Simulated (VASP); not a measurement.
Input:

```xyz
3
Lattice="2.1651 -3.7501 0.0000 2.1651 3.7501 0.0000 0.0000 0.0000 7.4082" Properties=species:S:1:pos:R:3 pbc="T T T"
Cd     2.1651    -3.7501     0.0000
I      2.1651     1.2501     1.7179
I      2.1651    -1.2501     5.6902
```

Computed with PBE GGA, VASP's PBE PAW potentials (set 64) (plane waves; VASP 6.6.1). Settings: 400 eV cut-off, 8×8×4 Γ-centred mesh, Gaussian smearing of 0.010 eV, potentials Cd I.

Without a dispersion term in the relaxation, distances and binding between the weakly bound layers, chains or molecules are unreliable, and so is what depends on them.

Predict the energy per atom (σ→0).

energy per atom (σ→0): -1.848 eV/atom

The compound is CdI2 in the 1T layered structure. It was relaxed first, which changed the volume by +13 %.
